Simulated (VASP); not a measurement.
Computed with AM05 GGA, VASP's PBE PAW potentials (set 64) (plane waves; VASP 6.6.1).

A VASP calculation is set up with these files.

### INCAR
```
SYSTEM = Mg
PREC = Accurate; ENCUT = 520; LREAL = F
LASPH = T
EDIFF = 1E-7; NELM = 100; ALGO = Normal
ISMEAR = 1; SIGMA = 0.1
GGA = AM
IBRION = 2; NSW = 30; ISIF = 4
EDIFFG = -0.01
LWAVE = F; LCHARG = F
```

File KPOINTS:
```
Automatic mesh
0
Gamma
13 13 7
0 0 0
```

### POSCAR
```
Mg
1
    1.5643254897    -2.7094916657     0.0000000000
    1.5643254897     2.7094916657     0.0000000000
    0.0000000000     0.0000000000     4.9973437449
Mg
2
Direct
  0.3333330000   0.6666670000   0.2500000000
  0.6666670000   0.3333330000   0.7500000000
```

POTCAR, in this order: Mg (PBE.64 set). Program: vasp_std.

What will the output report for the number of irreducible k-points (NKPTS), largest plane-wave count, number of space-group operations, FFT grid (NGX, NGY, NGZ)?

- number of irreducible k-points (NKPTS): 84
- largest plane-wave count: 1160
- number of space-group operations: 24
- FFT grid (NGX, NGY, NGZ): 24 × 24 × 40

The compound is Mg in the hcp structure. This cell is one point of a volume scan, at 0.94 of the reference volume. Symmetry was kept, so distortions that lower it aren't found.
